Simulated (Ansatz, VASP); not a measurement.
## Cross-check of LaMg between VASP and Ansatz

Wanted: the spread between two codes on one cell, functional and k mesh. The cell is taken from a series of runs on this material, whose earlier steps may have relaxed, scaled, displaced or heated it; both programs get it as it stands.

Method: plane waves, with VASP 6.6.1 beside it; zone-centre phonons at PBEsol, in Ansatz 0.2.0.

**1. Starting point**

It takes space group Pm-3m (No. 221, cubic). The conventional cell has a = 3.908 Å, b = 3.908 Å, c = 3.908 Å, α = 90.00°, β = 90.00°, γ = 90.00°. La has 8 Mg at 3.38 Å nearest. Nearest to Mg lie 8 La at 3.38 Å. Farther neighbours are not listed.

**2. Ansatz: zone-centre phonons, PBEsol**

Ansatz runs on its PAW soft_1 files.

Second derivatives magnify differences that forces hide, and they need a tight electronic threshold.

The input, input.yaml:

```yaml
crystal:
  lattice:
    - [3.9083353299, 0.0, 0.0]
    - [0.0, 3.9083353299, 0.0]
    - [0.0, 0.0, 3.9083353299]
  atoms:
    - { symbol: La, position: [0.5, 0.5, 0.5] }
    - { symbol: Mg, position: [0.0, 0.0, 0.0] }
kpoints:
  mp_grid: { grid: [12, 12, 12] }
hamiltonian:
  xc: pbesol
  pseudopotentials: { kind: paw, azcp: { folder: soft_1 }, xc_functional: pbe }
scf:
  occupations: { method: methfessel_paxton, width: 0.2 }
output:
  eigenvalues: true
phonons:
  method: dfpt
```

Run with:

```sh
> ansatz run input.yaml --threads 4 --pin off --max-ram 10240MiB --backend cpu --events-out ev --progress --plain --runs-dir out
```

Numbers of over 12 decimals in the logs are rounded to 6 here.

The program printed:

```text
Engine: ansatz 0.2.0, x86_64-unknown-linux-gnu
Pseudopotentials: kind: paw
Pseudopotential: La, paw, valence charge 11, recommended cutoff 420 eV (normal), soft_1/La.paw.azcp
Pseudopotential: Mg, paw, valence charge 10, recommended cutoff 420 eV (normal), soft_1/Mg.paw.azcp
Functional definition: PBEsol
  exchange = pbesol_x
  correlation = pbesol_c
Crystal: 2 atoms, lattice volume = 59.700 Å³
Basis set: ecut = 420 eV, 1189 PW (Γ), exchange–correlation on 54×54×54 points (8 copies of the dense FFT grid, shifted against one another)
Bands: 15, of which v1, the nominal top of the filled ones, is band 11 counted from 1 (10 counted from 0)
Symmetry: 48 space group operations
k-points: 196 of 1728 (irreducible under 8 space group operations, time reversal used)
Non-local potential: La, projectors of the file, l = 0: 3, l = 1: 2, l = 2: 2, l = 3: 3
Non-local potential: Mg, projectors of the file, l = 0: 3, l = 1: 2, l = 2: 1
PAW form: soft (Blöchl's): semilocal exchange-correlation on the pseudo side does not see the compensation charge
PAW frozen core: La, regenerated for the run's functional, and the local potential with it (the file was generated under x = pbe(κ = 0.804, μ = 0.219515), c = pbe(β = 0.066725))
PAW frozen core: Mg, regenerated for the run's functional, and the local potential with it (the file was generated under x = pbe(κ = 0.804, μ = 0.219515), c = pbe(β = 0.066725))
PAW one-centre angular grid: La, 590 points (default); XC on 64 Gauss nodes
PAW one-centre angular grid: Mg, 110 points (default); XC on 64 Gauss nodes
Initial density: superposition of atomic densities (chi_scale 0.1, normalization cell, long waves kept (reshape's long-wave potential 0.00 eV rms))
Initial wavefunctions: pseudopotential atomic-orbital guess
Functional: x = pbesol(κ = 0.804, μ = 0.123457), c = pbesol(β = 0.046)
SCF iter   1: F=—  HF=-8073.883584 eV  |F-HF|=—  |Δ(HF+E_count)|=         —  Δρ=2.04e-2  dr2=3.55e-1  ethr=3.10e-3  ⟨swp⟩=3.7  Hψ=12231  notcnv=0
preconditioner: auto → Kerker (q_TF=auto, 2.292 Å⁻¹)  [metal: Δε(μ)=0.028 eV  Ē_g=2.940 eV  σ=0.200 eV  W_gap=0.12  n_scr=18 (ndim 8)  ℏωp=10.7 eV  f_vac=0.000  D(μ)=2.18/eV (n_scr^D=18)]
SCF iter   2: F=—  HF=-8073.790523 eV  |F-HF|=—  |Δ(HF+E_count)|=   9.31e-2  S|Δr|=    0.00e0  Δρ=1.25e-2  dr2=1.59e-1  ethr=1.69e-3  ⟨swp⟩=2.0  Hψ=5296  notcnv=0
SCF iter   3: F=—  HF=-8073.714047 eV  |F-HF|=—  |Δ(HF+E_count)|=   7.65e-2  S|Δr|=    0.00e0  Δρ=2.66e-3  dr2=7.44e-3  ethr=7.59e-4  ⟨swp⟩=2.2  Hψ=4355  notcnv=0
SCF iter   4: F=—  HF=-8073.711649 eV  |F-HF|=—  |Δ(HF+E_count)|=   2.40e-3  S|Δr|=    0.00e0  Δρ=9.79e-4  dr2=3.98e-4  ethr=3.54e-5  ⟨swp⟩=2.0  Hψ=4942  notcnv=0
SCF iter   5: F=—  HF=-8073.711486 eV  |F-HF|=—  |Δ(HF+E_count)|=   1.63e-4  S|Δr|=    0.00e0  Δρ=1.30e-4  dr2=1.04e-5  ethr=1.90e-6  ⟨swp⟩=2.0  Hψ=4977  notcnv=0
SCF iter   6: F=—  HF=-8073.711491 eV  |F-HF|=—  |Δ(HF+E_count)|=   5.13e-6  S|Δr|=    0.00e0  Δρ=2.46e-5  dr2=3.93e-7  ethr=4.95e-8  ⟨swp⟩=2.0  Hψ=4224  notcnv=0
SCF iter   7: F=—  HF=-8073.711491 eV  |F-HF|=—  |Δ(HF+E_count)|=   3.62e-7  S|Δr|=    0.00e0  Δρ=5.53e-6  dr2=3.24e-8  ethr=1.87e-9  ⟨swp⟩=2.6  Hψ=4729  notcnv=0
SCF iter   8: F=—  HF=-8073.711491 eV  |F-HF|=—  |Δ(HF+E_count)|=   6.18e-9  S|Δr|=    0.00e0  Δρ=8.23e-7  dr2=4.10e-10  ethr=1.54e-10  ⟨swp⟩=2.6  Hψ=4347  notcnv=0
SCF iter   9: F=—  HF=-8073.711491 eV  |F-HF|=—  |Δ(HF+E_count)|=  3.91e-11  S|Δr|=    0.00e0  Δρ=2.42e-7  dr2=3.72e-11  ethr=1.95e-12  ⟨swp⟩=2.1  Hψ=4355  notcnv=0
SCF iter  10: F=-8073.711491 eV  HF=-8073.711491 eV  |F-HF|=1.82e-12  |Δ(HF+E_count)|=  2.73e-12  S|Δr|=    0.00e0  Δρ=3.47e-8  dr2=5.08e-13  ethr=1.00e-12  ⟨swp⟩=6.8  Hψ=14439  notcnv=0
SCF 1 converged in 10 iterations: F = -8073.711491 eV  dr2 = 5.08e-13
  greatest PAW one-centre occupation: 1.000 electrons in one spin orbital (limit 2), on the Mg atom at site 1 (counted from 0), in its partial waves of l = 0
DFPT response loops at Γ: preconditioner auto → Kerker (q_TF=auto, 2.292 Å⁻¹) (partly filled bands, converged f_vac=0.000); β = 1.00, the filter's whole step (`scf.mixing.beta` (0.50) is not read by the response loops under this deck's `scf.mixing.preconditioner`; to damp them name `kerker` or `kerker_dos`, under which they read `scf.mixing.beta`, and type it under 1.00, their step now; both keys bind the ground state too); Broyden in place of MSR1
SCF converged after 10 iterations
Stability not checked: this state was not tested for a lower state beside it, because cold or Methfessel-Paxton smearing, or corrected tetrahedra, fill the levels in a way that the test cannot read (fill_not_monotonic; see scf.lower_state_search)
Free energy (F): -8073.711491 eV
Harris-Foulkes:  -8073.711491 eV  (|F-HF|=1.82e-12)
Internal energy: -8073.713289 eV  (E = F + TS)
E sigma→0 (E₀):  -8073.711940 eV
Entropy (-TS):   0.001798 eV (0.899 meV/atom)
Fermi energy:    8.720024 eV
Step filling:    the computed levels leave a gap of 0.0028 eV = 0.0 smearing widths at the electron count; against every level under it full and every level over it empty, smearing changes F+E_penalty+E_count by -2.046 meV and its σ→0 estimate by -2.495 meV
--- Per-component energies (eV) ---
  E_band       = -390.582383
  E_kinetic    = 254.925461
  E_local      = -2059.586394  (includes V_loc(G=0)·N_el)
  E_nonlocal   = 284.701374
  E_hartree    = 711.722798
  E_xc         = -167.292137
  E_vxc        = -177.652512  (∫ρ·V_xc dr)
  E_paw        = -5618.285343  (= ΣΔE_a)
  E_vpaw       = -116.415770  (= ΣTr[D̂ρ^β])
  E_aug_tail   = -0.000137  (compensation charges beyond the density's cutoff)
  E_ewald      = -1480.126810
  E_core_change = 0.227898  (= ΣΔE_core)
  E_smearing   = 0.001798  (= −TS)
  E_closure    = 0.000000  (closes the sum)
  Σ components = -8073.711491   (vs F -8073.711491, Δ=0.00e0)
--- Band table (eV; the first three rows and the last of 196) ---
  k-point 0: bands = [... 7 lower, -7.4851, 3.8984, 8.1249, 8.1249, 10.4196, 10.4196, 10.4196, 10.4914]
  k-point 1: bands = [... 7 lower, -7.4815, 3.9995, 8.1646, 8.1856, 10.3792, 10.4151, 10.4151, 10.4781]
  k-point 2: bands = [... 7 lower, -7.4716, 4.2879, 8.2793, 8.3047, 10.2752, 10.3960, 10.3960, 10.4372]
  k-point 195: bands = [... 7 lower, -7.8864, 7.1484, 7.1484, 7.1484, 9.0701, 10.5004, 10.5004, 10.5004]
--- Phonons (Γ-DFPT): 2 representative perturbations + reference, on 196 of 1728 k-points (Σ response iterations 6) ---
  k mesh reduced under 8 symmetry operations, with k and −k counted as one. Each operation leaves every solved perturbation unchanged. A smaller set is not used because it would not reduce the number of displacements times k-points to solve
  ASR residual: 2.425e-5 → 0.000e0 eV/Å²; symmetrization residual: 2.275e-6 eV/Å²
  ASR residual per site (eV/Å²): 2.00e-5 2.43e-5
  Γ frequencies (cm⁻¹): 0.00 0.00 0.00 204.17 204.17 204.17
  non-analytic LO–TO correction: not included (Born effective charges unavailable; polar crystals: no LO–TO splitting at Γ)
```

Reading the cycles: dr2 is the Hartree energy of the density residual (eV), the measure of convergence; HF is the Harris–Foulkes estimate of the energy, which meets the free energy F at convergence.

**3. VASP: zone-centre phonons, PBEsol**

The same cell, functional, mesh and smearing now go to VASP, with its own data sets.

Lines of VASP's logs that name or quote its potential files are left out, and so is its time.

The input, INCAR:

```
SYSTEM = LaMg
PREC = Accurate
ENCUT = 600
EDIFF = 1E-08
NELM = 200
ISMEAR = 1
SIGMA = 0.2
LREAL = .FALSE.
ALGO = Normal
GGA = PS
NBANDS = 12
LASPH = .TRUE.
LORBIT = 11
LWAVE = .FALSE.
LCHARG = .FALSE.
ISIF = 2
IBRION = 8
GGA_COMPAT = .FALSE.
LMAXMIX = 6
KPAR = 2
```

The input, POSCAR:

```
LaMg
1.0
    3.9083353299      0.0000000000      0.0000000000
    0.0000000000      3.9083353299      0.0000000000
    0.0000000000      0.0000000000      3.9083353299
La Mg
1 1
Direct
    0.5000000000      0.5000000000      0.5000000000
    0.0000000000      0.0000000000      0.0000000000
```

The input, KPOINTS:

```
Automatic mesh
0
Gamma
12 12 12
0 0 0
```

The projector-augmented-wave data sets are La and Mg (PBE family, release 64).

Run with:

```sh
> mpirun -np 2 vasp_std
```

The program printed:

```text
[banner, memory and clock lines left out]
running    2 mpi-ranks, on    1 nodes
 distrk:  each k-point on    1 cores,    2 groups
 distr:  one band on    1 cores,    1 groups

 POSCAR found type information on POSCAR LaMg
 POSCAR found :  2 types and       2 ions
|                                                                             |
|               ----> ADVICE to this user running VASP <----                  |
|                                                                             |
|     You enforced a specific xc type in the INCAR file but a different       |
|     [... a line on the potential file left out ...]
|     I HOPE YOU KNOW WHAT YOU ARE DOING!                                     |
|                                                                             |

 LDA part: xc-table for (Slater+PW92), standard interpolation
 POSCAR, INCAR and KPOINTS ok, starting setup
 FFT: planning ... GRIDC
 FFT: planning ... GRID_SOFT
 FFT: planning ... GRID
 WAVECAR not read
 entering main loop
       N       E                     dE             d eps       ncg     rms          rms(c)
DAV:   1     0.126336556950E+03    0.12634E+03   -0.52442E+03  2016   0.143E+03
DAV:   2     0.315282639833E+01   -0.12318E+03   -0.12041E+03  2848   0.208E+02
DAV:   3    -0.645839095059E+01   -0.96112E+01   -0.94025E+01  2644   0.941E+01
DAV:   4    -0.730356458838E+01   -0.84517E+00   -0.83352E+00  3868   0.197E+01
DAV:   5    -0.733908263264E+01   -0.35518E-01   -0.35496E-01  3304   0.405E+00    0.213E+00
DAV:   6    -0.728556462685E+01    0.53518E-01   -0.87998E-02  3932   0.200E+00    0.128E+00
DAV:   7    -0.726143526388E+01    0.24129E-01   -0.40874E-02  3788   0.105E+00    0.256E-01
DAV:   8    -0.726026472937E+01    0.11705E-02   -0.38475E-03  3868   0.606E-01    0.575E-02
DAV:   9    -0.726033586197E+01   -0.71133E-04   -0.22453E-04  3232   0.110E-01    0.320E-02
DAV:  10    -0.726040068060E+01   -0.64819E-04   -0.26152E-04  3424   0.120E-01    0.221E-02
DAV:  11    -0.726040949359E+01   -0.88130E-05   -0.18819E-05  3684   0.293E-02    0.194E-02
DAV:  12    -0.726043090345E+01   -0.21410E-04   -0.15057E-04  2788   0.969E-02    0.378E-03
DAV:  13    -0.726043420863E+01   -0.33052E-05   -0.46127E-05  3828   0.497E-02    0.251E-03
DAV:  14    -0.726043392106E+01    0.28756E-06   -0.67560E-06  3176   0.201E-02    0.363E-03
DAV:  15    -0.726043438199E+01   -0.46092E-06   -0.26306E-06  3252   0.170E-02    0.555E-04
DAV:  16    -0.726043439968E+01   -0.17694E-07   -0.18593E-07  3548   0.262E-03    0.309E-04
DAV:  17    -0.726043438800E+01    0.11678E-07   -0.10716E-08  2776   0.736E-04    0.118E-04
DAV:  18    -0.726043437840E+01    0.96039E-08   -0.18175E-08  2728   0.132E-03
   1 F= -.72604344E+01 E0= -.72609715E+01  d E =0.161135E-02
 Linear response reoptimize wavefunctions to high precision
DAV:   1    -0.726043438379E+01   -0.53965E-08   -0.24819E-09  2936   0.581E-04
DAV:   2    -0.726043438379E+01    0.43201E-11   -0.10836E-10  2020   0.981E-05
 Linear response DOF=           2
 Linear response progress:
  Degree of freedom:   1/  2
       N       E                     dE             d eps       ncg     rms          rms(c)
RMM:   1    -0.299582720014E+00   -0.29958E+00    0.10184E-01  8407   0.106E+01
RMM:   2    -0.262385043028E+00    0.37198E-01   -0.85448E-02  8209   0.261E+00    0.952E-02
RMM:   3    -0.263216080101E+00   -0.83104E-03   -0.31116E-02 10323   0.105E+00    0.385E-02
RMM:   4    -0.264395126584E+00   -0.11790E-02   -0.89058E-03 11429   0.426E-01    0.434E-02
RMM:   5    -0.265579329594E+00   -0.11842E-02   -0.19724E-03 10110   0.289E-01    0.192E-02
RMM:   6    -0.265989247514E+00   -0.40992E-03   -0.87850E-04 11650   0.138E-01    0.101E-02
RMM:   7    -0.265741721972E+00    0.24753E-03   -0.42143E-04 10956   0.101E-01    0.138E-02
RMM:   8    -0.266053621558E+00   -0.31190E-03   -0.10664E-04 10571   0.658E-02    0.289E-03
RMM:   9    -0.266137217363E+00   -0.83596E-04   -0.56731E-05 11554   0.368E-02    0.253E-03
RMM:  10    -0.266167426010E+00   -0.30209E-04   -0.26554E-05 11889   0.235E-02    0.126E-03
RMM:  11    -0.266178628565E+00   -0.11203E-04   -0.28773E-05 11582   0.168E-02    0.506E-04
RMM:  12    -0.266156838982E+00    0.21790E-04   -0.23674E-05 11406   0.122E-02    0.872E-04
RMM:  13    -0.266162653966E+00   -0.58150E-05   -0.20439E-05 11544   0.981E-03    0.527E-04
RMM:  14    -0.266166127001E+00   -0.34730E-05   -0.17155E-05 11446   0.858E-03    0.295E-04
[...]
RMM:  28    -0.266173380379E+00   -0.15287E-07   -0.67259E-07 12019   0.616E-03    0.223E-06
RMM:  29    -0.266173333535E+00    0.46844E-07   -0.55842E-07 12066   0.617E-03    0.989E-06
RMM:  30    -0.266173344806E+00   -0.11271E-07   -0.50807E-07 12169   0.616E-03    0.995E-06
RMM:  31    -0.266173342365E+00    0.24407E-08   -0.45973E-07 12188   0.615E-03    0.119E-05
RMM:  32    -0.266173342631E+00   -0.26613E-09   -0.44564E-07 12277   0.615E-03    0.132E-05
RMM:  33    -0.266173341783E+00    0.84843E-09   -0.38482E-07 12310   0.615E-03    0.142E-05
RMM:  34    -0.266173344022E+00   -0.22389E-08   -0.38094E-07 12384   0.615E-03    0.146E-05
RMM:  35    -0.266173349214E+00   -0.51920E-08   -0.32362E-07 12426   0.614E-03    0.145E-05
 first order change of Fermi-energy  -0.69014E-04
 force on displaced ion       1 direction 1 :  -3.196  -0.000  -0.000
 Linear response progress:
  Degree of freedom:   2/  2
       N       E                     dE             d eps       ncg     rms          rms(c)
RMM:   1    -0.224813755755E-02   -0.22481E-02   -0.12689E-03 10120   0.413E-01
RMM:   2    -0.229062079951E-02   -0.42483E-04   -0.26836E-04  8102   0.192E-01    0.225E-02
RMM:   3    -0.232393585672E-02   -0.33315E-04   -0.16322E-04 10596   0.647E-02    0.136E-02
RMM:   4    -0.236357243595E-02   -0.39637E-04   -0.32469E-05  9602   0.553E-02    0.383E-03
RMM:   5    -0.235563660092E-02    0.79358E-05   -0.10341E-05 10409   0.230E-02    0.279E-03
RMM:   6    -0.236601123633E-02   -0.10375E-04   -0.33741E-06 11437   0.913E-03    0.573E-04
RMM:   7    -0.236684522414E-02   -0.83399E-06   -0.83917E-07 11116   0.472E-03    0.270E-04
RMM:   8    -0.236695912097E-02   -0.11390E-06   -0.21576E-07 11280   0.236E-03    0.102E-04
RMM:   9    -0.236713116160E-02   -0.17204E-06   -0.10805E-07 11355   0.140E-03    0.830E-05
RMM:  10    -0.236733904285E-02   -0.20788E-06   -0.32273E-08 11094   0.988E-04    0.403E-05
RMM:  11    -0.236750706350E-02   -0.16802E-06   -0.15700E-08 11230   0.723E-04    0.243E-05
RMM:  12    -0.236740100371E-02    0.10606E-06   -0.12416E-08 10866   0.615E-04    0.252E-05
RMM:  13    -0.236739747410E-02    0.35296E-08   -0.80305E-09 11133   0.521E-04    0.395E-05
 first order change of Fermi-energy  -0.26927E-04
 force on displaced ion       2 direction 1 :  -3.186  -0.000   0.000
 Linear response finished
```

[end of part 1 of 2]

[Lines on the potential files, build, host, timing and source positions are cut from VASP's logs without a mark.]

[Logs are printed without paths, hosts, clocks, repeated set-up lines and the standing remarks that a program may print on its own settings, such as how far it seeks lower states.]

[Hosts, paths, dates, database ids (printed as entryN), source tags and the programs' standing remarks are cut or masked in the printed files.]
